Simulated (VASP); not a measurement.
```
CELL_PARAMETERS angstrom
      0.00000     2.02731     2.02731
      2.02731     0.00000     2.02731
      2.02731     2.02731     0.00000
ATOMIC_POSITIONS crystal
  Li 0.00000 0.00000 0.00000
  H  0.50000 0.50000 0.50000
```

Calculation: RPBE GGA, VASP's PBE PAW potentials (set 64) (plane waves; VASP 6.6.1). Run with 520 eV cut-off, Gaussian smearing of 0.050 eV, potentials Li_sv H.

Problem. Give the energies of bands 2 to 4 at the high-symmetry points, in eV from the valence-band maximum.

Solution. 
| band | Γ | X | U | L | W |
|---|---|---|---|---|---|
| 2 | -5.24 | 0.00 | -0.47 | -2.48 | -0.21 |
| 3 | 15.70 | 3.16 | 4.29 | 4.98 | 5.40 |
| 4 | 17.87 | 10.86 | 7.61 | 13.48 | 5.40 |

The gap is direct, 3.16 eV, from the valence maximum at X to the conduction minimum at X.

The compound is LiH in the rock salt structure. It was relaxed first.
